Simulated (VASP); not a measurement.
VASP input:

### POSCAR
```
CaF2
1
    0.0000000000     2.7584002356     2.7584002356
    2.7584002356     0.0000000000     2.7584002356
    2.7584002356     2.7584002356    -0.0000000000
Ca F
1 2
Direct
  0.0000000000   0.0000000000   1.0000000000
  0.2500000000   0.2500000000   0.2500000000
  0.7500000000   0.7500000000   0.7500000000
```

**INCAR**
```
SYSTEM = CaF2
PREC = Accurate; ENCUT = 600; LREAL = .FALSE.
LASPH = .TRUE.
EDIFF = 1E-7; NELM = 100; ALGO = Normal
ISMEAR = 0; SIGMA = 0.05
GGA = PE
ISIF = 2
LWAVE = .FALSE.; LCHARG = .FALSE.
```

KPOINTS:
```
K-points
0
Gamma
  8 8 8
0 0 0
```

POTCAR, in this order: Ca_sv F (PBE.64 set). Program: vasp_std.

### Question
Write an equivalent input for Ansatz.

### Answer
One equivalent input (not run):
Ansatz 0.2 input:
```yaml
crystal:
  lattice:
    - [0.0000000, 2.7584002, 2.7584002]
    - [2.7584002, 0.0000000, 2.7584002]
    - [2.7584002, 2.7584002, 0.0000000]
  atoms:
    - { symbol: Ca, position: [0.0000000, 0.0000000, 1.0000000] }
    - { symbol: F, position: [0.2500000, 0.2500000, 0.2500000] }
    - { symbol: F, position: [0.7500000, 0.7500000, 0.7500000] }
kpoints:
  mp_grid: { grid: [8, 8, 8] }
hamiltonian:
  xc: pbe
  pseudopotentials: { kind: paw }
scf:
  occupations: { method: gaussian, width: 0.05 }
  max_iter: 100
output: { forces: true, stress: true, eigenvalues: true }
```
Limits of the translation: each code has its own PAW files, so the cut-off isn't converted (ENCUT is set for VASP's; basis.ecutwfc is left out, and Ansatz then takes the one that its files recommend); Ansatz stops its SCF on the density residual and VASP on the energy change (EDIFF).

The compound is CaF2 in the fluorite structure. It was relaxed first.
